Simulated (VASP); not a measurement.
Here is the system:

```
CELL_PARAMETERS angstrom
      1.80116    -3.11970     0.00000
      1.80116     3.11970     0.00000
      0.00000     0.00000     5.68079
ATOMIC_POSITIONS crystal
  Gd 0.33333 0.66667 0.25000
  Gd 0.66667 0.33333 0.75000
```

Computed with vdW-DF-cx, VASP's PBE PAW potentials (set 64) (plane waves; VASP 6.6.1). Run with 520 eV cut-off, 12×12×7 Γ-centred mesh, first-order Methfessel-Paxton smearing of 0.10 eV, potentials Gd_3.

The 4f electrons are frozen in the core of the lanthanide potential, so 4f levels, which can set the real gap, and their magnetism are missing.

**Question.** Give the stress tensor in GPa (positive for a compressed cell).

**Answer.** 
```
-1.30   0.00   0.00
 0.00  -1.30   0.00
 0.00   0.00  -1.36
```
The pressure is its mean diagonal, -1.32 GPa.

The compound is Gd in the hcp structure. This cell is one point of a volume scan, at 1.03 of the reference volume.
